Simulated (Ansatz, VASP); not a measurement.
## Cross-check of La2O3 between VASP and Ansatz

One calculation is typed for both programs; each brings its own data sets. How far apart do they land? Of the first pair: The cell is taken from a series of runs on this material, whose earlier steps may have relaxed, scaled, displaced or heated it; both programs get it as it stands.

Method: plane waves, with VASP 6.6.1 beside it; relaxation of cell and atoms at LDA and single point at LDA, in Ansatz 0.2.0.

## (1) The structure

The structure is trigonal, space group P-3m1 (No. 164). Conventional cell: a = 3.883 Å, b = 3.883 Å, c = 5.951 Å, α = 90.00°, β = 90.00°, γ = 120.00°. Nearest to O lie 4 La at 2.33 to 2.40 Å. O has 6 La at 2.67 Å nearest. Nearest to La lie 7 O at 2.33 to 2.67 Å. Farther neighbours and most contacts between anions are not listed.

## (2) Ansatz: relaxation of cell and atoms, LDA

Ansatz runs on its PAW soft_1 files.

The relaxed volume is the usual yardstick between codes: in a stiff, nearly cubic crystal its relative difference is about their pressure difference at one cell divided by the bulk modulus.

input.yaml reads:

```yaml
crystal:
  lattice:
    - [3.8830423842, 0.0, 0.0]
    - [-1.9415211921, 3.3628133487, 0.0]
    - [0.0, 0.0, 5.9513835811]
  atoms:
    - { symbol: O, position: [0.6666666667, 0.3333333333, 0.3534203769] }
    - { symbol: O, position: [0.3333333333, 0.6666666667, 0.6465796231] }
    - { symbol: O, position: [0.0, 0.0, 0.0] }
    - { symbol: La, position: [0.6666666667, 0.3333333333, 0.7560169117] }
    - { symbol: La, position: [0.3333333333, 0.6666666667, 0.2439830883] }
kpoints:
  mp_grid: { grid: [9, 9, 4] }
hamiltonian:
  xc: lda
  pseudopotentials: { kind: paw, azcp: { folder: soft_1 }, xc_functional: pbe }
scf:
  occupations: { method: fixed }
output:
  forces: true
  stress: true
  eigenvalues: true
relax:
  adjacent_minimum: "off"
  f_tol: 0.001
  max_steps: 60
  cell: { stress_tol: 0.01 }
```

Command:

```
$ ansatz run input.yaml --threads 8 --pin off --max-ram 16384MiB --backend cpu --events-out ev --progress --plain --runs-dir out
```

Numbers of over 12 decimals in the logs are rounded to 6 here.

What it wrote:

```text
Engine: ansatz 0.2.0, aarch64-unknown-linux-gnu
Pseudopotentials: kind: paw
Pseudopotential: O, paw, valence charge 6, recommended cutoff 420 eV (normal), soft_1/O.paw.azcp
Pseudopotential: La, paw, valence charge 11, recommended cutoff 420 eV (normal), soft_1/La.paw.azcp
Functional definition: SPW92
  exchange = slater_x
  correlation = pw_c
Crystal: 5 atoms, lattice volume = 77.713 Å³
Basis set: ecut = 420 eV, 1519 PW (Γ)
Bands: 25, of which v1, the nominal top of the filled ones, is band 20 counted from 1 (19 counted from 0)
Symmetry: 12 space group operations
Space group: P-3m1 (ITA 164), of the structure as read, at distance tolerance 4.3e-5 Å
k-points: 43 of 324
Non-local potential: O, projectors of the file, l = 0: 2, l = 1: 2, l = 2: 1
Non-local potential: La, projectors of the file, l = 0: 3, l = 1: 2, l = 2: 2, l = 3: 3
PAW form: soft (Blöchl's): semilocal exchange-correlation on the pseudo side does not see the compensation charge
PAW frozen core: O, regenerated for the run's functional, and the local potential with it (the file was generated under x = pbe(κ = 0.804, μ = 0.219515), c = pbe(β = 0.066725))
PAW frozen core: La, regenerated for the run's functional, and the local potential with it (the file was generated under x = pbe(κ = 0.804, μ = 0.219515), c = pbe(β = 0.066725))
PAW one-centre angular grid: O, 110 points (default); XC on 64 Gauss nodes
PAW one-centre angular grid: La, 590 points (default); XC on 64 Gauss nodes
Initial density: superposition of atomic densities (chi_scale 0.1, normalization cell, long waves kept (reshape's long-wave potential 0.03 eV rms))
Initial wavefunctions: pseudopotential atomic-orbital guess
Functional: x = slater, c = lda
SCF iter   1: F=—  HF=-13829.057118 eV  |F-HF|=—  |Δ(HF+E_count)|=         —  Δρ=7.10e-2  dr2=3.68e0  ethr=3.10e-3  ⟨swp⟩=4.0  Hψ=4370  notcnv=0  defer=68
preconditioner: auto → Resta (q_TF=auto, 2.442 Å⁻¹)  ε∞=5.7  [insulator: Δε(μ)=2.902 eV  Ē_g=11.604 eV  n_scr=22 (ndim 8)  ℏωp=25.3 eV  f_vac=0.000  ε∞_Penn≈5.7]
SCF iter   2: F=—  HF=-13828.483979 eV  |F-HF|=—  |Δ(HF+E_count)|=   5.73e-1  Δρ=3.30e-2  dr2=1.01e0  ethr=3.10e-3  ⟨swp⟩=4.9  Hψ=2767  notcnv=0  defer=73
SCF iter   3: F=—  HF=-13828.356774 eV  |F-HF|=—  |Δ(HF+E_count)|=   1.27e-1  Δρ=1.59e-2  dr2=2.70e-1  ethr=2.54e-3  ⟨swp⟩=2.0  Hψ=1789  notcnv=0  defer=84
SCF iter   4: F=—  HF=-13828.314487 eV  |F-HF|=—  |Δ(HF+E_count)|=   4.23e-2  Δρ=5.08e-3  dr2=2.58e-2  ethr=6.75e-4  ⟨swp⟩=4.3  Hψ=2050  notcnv=0  defer=119
SCF iter   5: F=—  HF=-13828.311768 eV  |F-HF|=—  |Δ(HF+E_count)|=   2.72e-3  Δρ=3.60e-3  dr2=9.40e-3  ethr=6.45e-5  ⟨swp⟩=4.6  Hψ=1994  notcnv=0  defer=124
SCF iter   6: F=—  HF=-13828.310511 eV  |F-HF|=—  |Δ(HF+E_count)|=   1.26e-3  Δρ=9.95e-4  dr2=7.97e-4  ethr=2.35e-5  ⟨swp⟩=2.4  Hψ=1565  notcnv=0  defer=125
SCF iter   7: F=—  HF=-13828.310751 eV  |F-HF|=—  |Δ(HF+E_count)|=   2.40e-4  Δρ=1.90e-4  dr2=3.20e-5  ethr=1.99e-6  ⟨swp⟩=2.6  Hψ=1689  notcnv=0  defer=124
SCF iter   8: F=—  HF=-13828.310758 eV  |F-HF|=—  |Δ(HF+E_count)|=   6.13e-6  Δρ=2.97e-5  dr2=9.06e-7  ethr=7.99e-8  ⟨swp⟩=2.2  Hψ=1720  notcnv=0  defer=120
SCF iter   9: F=-13828.310758 eV  HF=-13828.310758 eV  |F-HF|=5.10e-9  |Δ(HF+E_count)|=   1.65e-8  Δρ=4.83e-6  dr2=2.10e-8  ethr=2.50e-10  ⟨swp⟩=16.0  Hψ=7901  notcnv=0
SCF 1 converged in 9 iterations: F = -13828.310758 eV  dr2 = 2.10e-8
  greatest PAW one-centre occupation: 0.972 electrons in one spin orbital (limit 2), on the La atom at site 4 (counted from 0), in its partial waves of l = 0
relax step   1: F+E_penalty+E_count = -13828.31075761 eV  Δ(F+E_penalty+E_count) = +0.000e0 eV  max|allowed force component| = 5.110e-4 eV/Å  Δτ_max = 0.0000 Å  P = -0.007 GPa  Ω = 77.713 Å³  (9 SCF iters, dr2 threshold 1.00e-7 eV, accepted)
[...]
relax step   2: F+E_penalty+E_count = -13828.31079980 eV  Δ(F+E_penalty+E_count) = -4.219e-5 eV  max|allowed force component| = 2.128e-3 eV/Å  Δτ_max = 0.0003 Å  P = +0.014 GPa  Ω = 77.696 Å³  energy of the carried Pulay correction = +4.261e-5 eV  (6 SCF iters, dr2 threshold 3.89e-10 eV, rejected (line search))
[...]
relax step   3: F+E_penalty+E_count = -13828.31077305 eV  Δ(F+E_penalty+E_count) = -1.543e-5 eV  max|allowed force component| = 4.460e-4 eV/Å  Δτ_max = 0.0002 Å  P = +0.000 GPa  Ω = 77.707 Å³  energy of the carried Pulay correction = +1.504e-5 eV  (8 SCF iters, accepted)
[...]
relax step   4: F+E_penalty+E_count = -13828.31078125 eV  Δ(F+E_penalty+E_count) = -8.205e-6 eV  max|allowed force component| = 4.467e-4 eV/Å  Δτ_max = 0.0000 Å  P = -0.000 GPa  Ω = 77.707 Å³  stress off target by 1.95e-3 GPa  SCF on the basis re-selected at this cell (its energy is not comparable with the rows above)  (5 SCF iters)
basis re-selected at this cell: Δ(F+E_penalty+E_count) = -8.205e-6 eV, ΔP = -0.000 GPa vs the last step (what re-selecting the basis moved, of the pressure what is left beyond the Pulay correction that the steps carried, after the strain that the cell walked since its last selection, with what the two solves' SCF thresholds leave and, on support functions, any second-order correction that the steps lacked; it is no m [...]
SCF converged after 5 iterations
Free energy (F): -13828.310781 eV
Harris-Foulkes:  -13828.310781 eV  (|F-HF|=3.64e-12)
Internal energy: -13828.310781 eV  (E = F + TS)
E sigma→0 (E₀):  -13828.310781 eV
Fermi energy:    9.967765 eV
--- Per-component energies (eV) ---
  E_band       = 7.462823
  E_kinetic    = 882.289383
  E_local      = -1435.460186  (includes V_loc(G=0)·N_el)
  E_nonlocal   = 344.663972
  E_hartree    = 534.680240
  E_xc         = -499.666671
  E_vxc        = -567.320394  (∫ρ·V_xc dr)
  E_paw        = -10943.284240  (= ΣΔE_a)
  E_vpaw       = -286.072777  (= ΣTr[D̂ρ^β])
  E_aug_tail   = 0.002342  (compensation charges beyond the density's cutoff)
  E_ewald      = -2712.470040
  E_core_change = 0.934417  (= ΣΔE_core)
  E_smearing   = -0.000000  (= −TS)
  E_closure    = 0.000000  (closes the sum)
  Σ components = -13828.310781   (vs F -13828.310781, Δ=0.00e0)
--- Forces (eV/Å), atoms counted from 1 ---
  atom   1  O      0.00000000     0.00000000     0.00044670
  atom   2  O      0.00000000    -0.00000000    -0.00044670
  atom   3  O      0.00000000     0.00000000     0.00000000
  atom   4  La     0.00000000    -0.00000000     0.00042792
  atom   5  La    -0.00000000     0.00000000    -0.00042792
  max |Σ_I F_I| component: 4.63e-18 eV/Å
--- Stress (GPa, compression-positive) ---
        0.000502       0.000000      -0.000000
       -0.000000       0.000502       0.000000
       -0.000000       0.000000      -0.001946
  P = ⅓ Tr σ = -0.0003 GPa (-0.003 kbar)
--- Band table (eV; the first three rows and the last of 43) ---
  k-point 0: bands = [... 16 lower, 8.1404, 9.4981, 9.4981, 9.7837, 14.2565, 14.4898, 14.4898, 15.3360, ... 1 higher]
  k-point 1: bands = [... 16 lower, 8.5789, 9.4547, 9.5599, 9.5599, 14.4137, 14.5813, 14.5813, 15.2842, ... 1 higher]
  k-point 2: bands = [... 16 lower, 8.8619, 9.0507, 9.6322, 9.6322, 14.6678, 14.6678, 14.6722, 15.0716, ... 1 higher]
  k-point 42: bands = [... 16 lower, 9.3771, 9.6850, 9.6850, 9.7774, 14.1864, 14.8328, 14.9760, 14.9760, ... 1 higher]
--- Relaxed structure (3 steps of the walk, 2 accepted, 1 SCFs on fresh bases) ---
  F+E_penalty+E_count = -13828.31078125 eV   max|allowed force component| = 4.467e-4 eV/Å   (the final SCF, on the basis selected at the relaxed cell)
  cell:  # Å, volume = 77.7068 Å³
    - [3.883107, 0.0, 0.0]
    - [-1.941553, 3.362869, 0]
    - [0.0, 0, 5.950725]
  atoms:
    - { symbol: O, position: [0.666667, 0.333333, 0.353389] }
    - { symbol: O, position: [0.333333, 0.666667, 0.646611] }
    - { symbol: O, position: [0, 0, 0] }
    - { symbol: La, position: [0.666667, 0.333333, 0.756029] }
    - { symbol: La, position: [0.333333, 0.666667, 0.243971] }
```

## (3) VASP: relaxation of cell and atoms, LDA

The same cell, functional (in two slightly different forms) and mesh now go to VASP, with its own data sets.

Lines of VASP's logs that name or quote its potential files are left out, and so is its time.

INCAR reads:

```
SYSTEM = La2O3
PREC = Accurate
ENCUT = 600
EDIFF = 1E-07
NELM = 200
ISMEAR = 0
SIGMA = 0.01
LREAL = .FALSE.
ALGO = Normal
GGA = CA
NBANDS = 26
LASPH = .TRUE.
LORBIT = 11
LWAVE = .FALSE.
LCHARG = .FALSE.
ISIF = 3
IBRION = 2
NSW = 80
EDIFFG = -0.005
GGA_COMPAT = .FALSE.
NELMIN = 4
EFERMI = MIDGAP
LMAXMIX = 6
KPAR = 2
```

POSCAR reads:

```
La2O3
1.0
    3.8830420000      0.0000000000      0.0000000000
   -1.9415210000      3.3628130000      0.0000000000
    0.0000000000      0.0000000000      5.9513840000
O La
3 2
Direct
    0.6666667162      0.3333334325      0.3534203137
    0.3333334325      0.6666668649      0.6465795183
    0.0000000000      0.0000000000      0.0000000000
    0.6666667162      0.3333334325      0.7560169198
    0.3333334325      0.6666668649      0.2439830802
```

KPOINTS reads:

```
Automatic mesh
0
Gamma
9 9 4
0 0 0
```

Potentials, in the order of the species: O and La (LDA family, release 64).

Command:

```
$ mpirun -np 2 vasp_std
```

What it wrote:

```text
[banner, memory and clock lines left out]
running    2 mpi-ranks, on    1 nodes
 distrk:  each k-point on    1 cores,    2 groups
 distr:  one band on    1 cores,    1 groups

 POSCAR found type information on POSCAR O La
 POSCAR found :  2 types and       5 ions
 LDA part: xc-table for (Slater(with rela. corr.)+CA(PZ))
 , standard interpolation
 POSCAR, INCAR and KPOINTS ok, starting setup
 FFT: planning ... GRIDC
 FFT: planning ... GRID_SOFT
 FFT: planning ... GRID
 WAVECAR not read
 entering main loop
       N       E                     dE             d eps       ncg     rms          rms(c)
DAV:   1     0.478674123238E+03    0.47867E+03   -0.17204E+04  2356   0.268E+03
DAV:   2     0.889946661776E+02   -0.38968E+03   -0.37759E+03  3092   0.390E+02
DAV:   3    -0.339657591892E+02   -0.12296E+03   -0.11996E+03  3824   0.212E+02
DAV:   4    -0.504645792379E+02   -0.16499E+02   -0.16471E+02  3850   0.849E+01
DAV:   5    -0.514701359308E+02   -0.10056E+01   -0.10050E+01  3824   0.238E+01    0.149E+01
DAV:   6    -0.461392873980E+02    0.53308E+01   -0.48416E+01  3560   0.412E+01    0.780E+00
DAV:   7    -0.460027019211E+02    0.13659E+00   -0.54670E+00  4352   0.231E+01    0.360E+00
DAV:   8    -0.459230407070E+02    0.79661E-01   -0.59941E-01  3840   0.629E+00    0.123E+00
DAV:   9    -0.459043795415E+02    0.18661E-01   -0.86768E-02  3984   0.234E+00    0.366E-01
DAV:  10    -0.459050677078E+02   -0.68817E-03   -0.25829E-02  3768   0.110E+00    0.178E-01
DAV:  11    -0.459053232119E+02   -0.25550E-03   -0.77953E-03  4184   0.671E-01    0.123E-01
DAV:  12    -0.459051733906E+02    0.14982E-03   -0.24074E-03  3712   0.307E-01    0.360E-02
DAV:  13    -0.459051964428E+02   -0.23052E-04   -0.69641E-04  4024   0.178E-01    0.322E-02
DAV:  14    -0.459051783699E+02    0.18073E-04   -0.13793E-04  3928   0.103E-01    0.489E-03
DAV:  15    -0.459051792177E+02   -0.84776E-06   -0.81080E-06  3384   0.219E-02    0.241E-03
DAV:  16    -0.459051792748E+02   -0.57118E-07   -0.98769E-07  4048   0.823E-03
   1 F= -.45905179E+02 E0= -.45905179E+02  d E =-.459052E+02
[...]
2 F= -.45905181E+02 E0= -.45905181E+02  d E =-.180055E-05
[...]
3 F= -.45905252E+02 E0= -.45905252E+02  d E =-.722724E-04
 curvature:  -0.26 expect dE=-0.804E-05 dE for cont linesearch -0.151E-08
 trial: gam= 0.10395 g(F)=  0.239E-04 g(S)=  0.742E-05 ort = 0.131E-05 (trialstep = 0.900E+00)
 search vector abs. value=  0.348E-04
 bond charge predicted
       N       E                     dE             d eps       ncg     rms          rms(c)
DAV:   1    -0.459052771991E+02   -0.25638E-04   -0.33233E-03  4046   0.608E-01    0.273E-02
DAV:   2    -0.459052740246E+02    0.31745E-05   -0.17579E-04  3724   0.907E-02    0.139E-02
DAV:   3    -0.459052703921E+02    0.36325E-05   -0.23411E-05  4436   0.481E-02    0.662E-03
DAV:   4    -0.459052695211E+02    0.87091E-06   -0.32883E-06  4328   0.158E-02    0.296E-03
DAV:   5    -0.459052694975E+02    0.23610E-07   -0.13878E-06  3548   0.789E-03    0.151E-03
DAV:   6    -0.459052694696E+02    0.27987E-07   -0.36625E-07  2210   0.623E-03
   4 F= -.45905269E+02 E0= -.45905269E+02  d E =-.179223E-04
 trial-energy change:   -0.000018  1 .order   -0.000018   -0.000028   -0.000008
 step:   1.2388(harm=  1.2388)  dis= 0.00099  next Energy=   -45.905271 (dE=-0.195E-04)
 reached required accuracy - stopping structural energy minimisation
```

Parts of OUTCAR (step 3):

```text
ion  position               nearest neighbor table
   1  0.667  0.333  0.353-   5 2.33   5 2.33   5 2.33   4 2.40
   2  0.333  0.667  0.647-   4 2.33   4 2.33   4 2.33   5 2.40
   3  0.000  0.000  0.000-   4 2.67   5 2.67   5 2.67   4 2.67   4 2.67   5 2.67
   4  0.667  0.333  0.756-   2 2.33   2 2.33   2 2.33   1 2.40   3 2.67   3 2.67   3 2.67   5 3.67
                             5 3.67   5 3.67
   5  0.333  0.667  0.244-   1 2.33   1 2.33   1 2.33   2 2.40   3 2.67   3 2.67   3 2.67   4 3.67
                             4 3.67   4 3.67

  LATTYP: Found a hexagonal cell.
 ALAT       =     3.8830420000
 C/A-ratio  =     1.5326602185

 Subroutine GETGRP returns: Found 12 space group operations
 (whereof 12 operations were pure point group operations)

The static configuration has the point symmetry D_3d.

 Found     43 irreducible k-points:

   k-points           NKPTS =     43   k-points in BZ     NKDIM =     43   number of bands    NBANDS=     26

   dimension x,y,z NGX =    32 NGY =   32 NGZ =   48
   dimension x,y,z NGXF=    64 NGYF=   64 NGZF=   96

   ENCUT  =  600.0 eV  44.10 Ry    6.64 a.u.   7.76  7.76 11.89*2*pi/ulx,y,z

   NELECT =      40.0000    total number of electrons

 k-points in reciprocal lattice and weights: Automatic mesh
   0.00000000  0.00000000  0.00000000       0.003
   0.11111111 -0.00000000  0.00000000       0.019
   0.22222222  0.00000000  0.00000000       0.019
   0.33333333  0.00000000  0.00000000       0.019
   0.44444444  0.00000000  0.00000000       0.019
   0.11111111  0.11111111  0.00000000       0.019
   0.22222222  0.11111111  0.00000000       0.037
   0.33333333  0.11111111  0.00000000       0.037
   0.44444444  0.11111111  0.00000000       0.019
[...]
0.33333333  0.22222222  0.50000000       0.037
   0.33333333  0.33333333  0.50000000       0.006

 average (electrostatic) potential at core
       1 -67.7669       2 -67.7669       3 -67.2667       4 -94.3216       5 -94.3216

 E-fermi :   8.0748

 k-point     1 :       0.0000    0.0000    0.0000
  band No.  band energies     occupation
    ...
     16       4.0608      2.00000
     17       4.3715      2.00000
     18       5.7246      2.00000
     19       5.7246      2.00000
     20       6.0119      2.00000
     21      10.4888      0.00000
     22      10.7077      0.00000
     23      10.7077      0.00000
     24      11.5776      0.00000
     25      11.6888      0.00000
    ...

 k-point     2 :       0.1111   -0.0000    0.0000
  band No.  band energies     occupation
    ...
     16       4.1119      2.00000
     17       4.7675      2.00000
     18       5.5373      2.00000
     19       5.7234      2.00000
     20       5.9647      2.00000
     21      10.5991      0.00000
     22      10.7400      0.00000
     23      10.8137      0.00000
     24      11.5687      0.00000
     25      11.6335      0.00000
    ...

 k-point     3 :       0.2222    0.0000    0.0000
  band No.  band energies     occupation
    ...
     16       4.3290      2.00000
     17       5.1035      2.00000
     18       5.2416      2.00000
     19       5.7619      2.00000
     20       5.9344      2.00000
     21      10.4558      0.00000
     22      10.8500      0.00000
     23      11.0653      0.00000
     24      11.5869      0.00000
     25      11.5871      0.00000
    ...

  Total        0.0080551      0.0080551     -0.0205595      0.0000000     -0.0000000      0.0000000
  in kB        0.1663324      0.1663324     -0.4245396      0.0000000     -0.0000000      0.0000000
  external PRESSURE =      -0.0306249 kB  Pullay stress =       0.0000000 kB

  energy-cutoff  :      600.00
  volume of cell :       77.59
      direct lattice vectors                 reciprocal lattice vectors
     3.881413315 -0.000000000 -0.000000000     0.257638112  0.148747434 -0.000000000
    -1.940706657  3.361402517 -0.000000000    -0.000000000  0.297494869 -0.000000000
     0.000000000  0.000000000  5.946966451     0.000000000  0.000000000  0.168152958

 POSITION                                       TOTAL-FORCE (eV/Angst)
 -----------------------------------------------------------------------------------
      1.94071      1.12047      2.10177         0.000000     -0.000000     -0.003868
      0.00000      2.24094      3.84519        -0.000000      0.000000      0.003868
      0.00000      0.00000      5.94697         0.000000     -0.000000      0.000000
      1.94071      1.12047      4.49692        -0.000000      0.000000      0.001406
      0.00000      2.24094      1.45005         0.000000     -0.000000     -0.001406
 -----------------------------------------------------------------------------------
    total drift:                                0.000000     -0.002318      0.001206

  FREE ENERGIE OF THE ION-ELECTRON SYSTEM (eV)
  ---------------------------------------------------
  free  energy   TOTEN  =       -45.9052694696 eV

  energy  without entropy=      -45.9052694696  energy(sigma->0) =      -45.90526947

 reached required accuracy - stopping structural energy minimisation

 total charge
# of ion       s       p       d       f       tot
--------------------------------------------------
    1        1.559   3.462   0.000   0.000   5.021
    2        1.559   3.462   0.000   0.000   5.021
    3        1.543   3.383   0.000   0.000   4.926
    4        2.039   5.690   0.693   0.273   8.696
    5        2.039   5.690   0.693   0.273   8.696
--------------------------------------------------
tot          8.740  21.688   1.386   0.547  32.361

[... 3 further parts left out ...]
```

## (4) Differences

Known differences besides the potentials themselves: the two LDA forms differ slightly; fixed occupations in Ansatz, narrow Gaussian smearing in VASP; the cutoff is 420 eV in Ansatz and 600 eV in VASP; VASP's log shows a relativistic correction to its local exchange, Ansatz's none; Ansatz adds a Pulay correction to the stress that steers its cell, VASP none. Total energies have different zeros and are not compared.

Both answers:

```tsv
quantity	Ansatz	VASP	difference
volume (Å³)	77.71	77.59	+0.15 %
edge a after relaxation, in the typed setting (Å)	3.883	3.881	+0.04 %
edge c after relaxation, in the typed setting (Å)	5.951	5.947	+0.06 %
```

(Continued in part 2 of 2.)

[Lines on the potential files, build, host, timing and source positions are cut from VASP's logs without a mark.]

[Logs are printed without paths, hosts, clocks, repeated set-up lines and the standing remarks that a program may print on its own settings, such as how far it seeks lower states.]

[Hosts, paths, dates, database ids (printed as entryN), source tags and the programs' standing remarks are cut or masked in the printed files.]
